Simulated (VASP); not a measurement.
Data:

```yaml
crystal:
  lattice:
    - [-3.11100, 3.11100, 3.11100]
    - [3.11100, -3.11100, 3.11100]
    - [3.11100, 3.11100, -3.11100]
  atoms:
    - { symbol: Cs, position: [0.00000, 0.00000, 0.00000] }
```

Level of theory: PBE GGA, VASP's PBE PAW potentials (set 64) (plane waves; VASP 6.6.1). Settings: 400 eV cut-off, 1×1×1 Γ-centred mesh, first-order Methfessel-Paxton smearing of 0.10 eV, potentials Cs_sv.

Q: Predict the energy per atom (σ→0).

A: 
| Quantity | Value |
|---|---|
| energy per atom (σ→0) | -1.637 eV/atom |

Only differences to runs with the same potentials and settings are physical.

The compound is Cs in the bcc structure. The cell was not relaxed at this level. The k-mesh is coarse (spacing up to 1.43 per Å, 2π included), so the numbers may not be converged in it. The run is one of a series of settings (KPOINTS 1×1×1 Γ-centred mesh against the base run), some of them coarse on purpose.
